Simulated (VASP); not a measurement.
Shape and ions are relaxed at each volume.

Energy against volume of TiO$_{2}$ (rutile). Calculation: r2SCAN meta-GGA, VASP's PBE PAW potentials (set 64) (plane waves; VASP).

```csv
V (Å³/atom),E (eV/atom)
9.823,-11.60097
10.137,-11.62491
10.450,-11.63266
10.764,-11.62687
11.077,-11.60994
```

Fit a third-order Birch-Murnaghan equation of state.

```yaml
volume_per_atom: 10.46 Å^3/atom
bulk_modulus: 228 GPa
pressure_derivative_of_the_bulk_modulus: 5.22
```

The compound is TiO2 in the rutile structure. It was relaxed first.
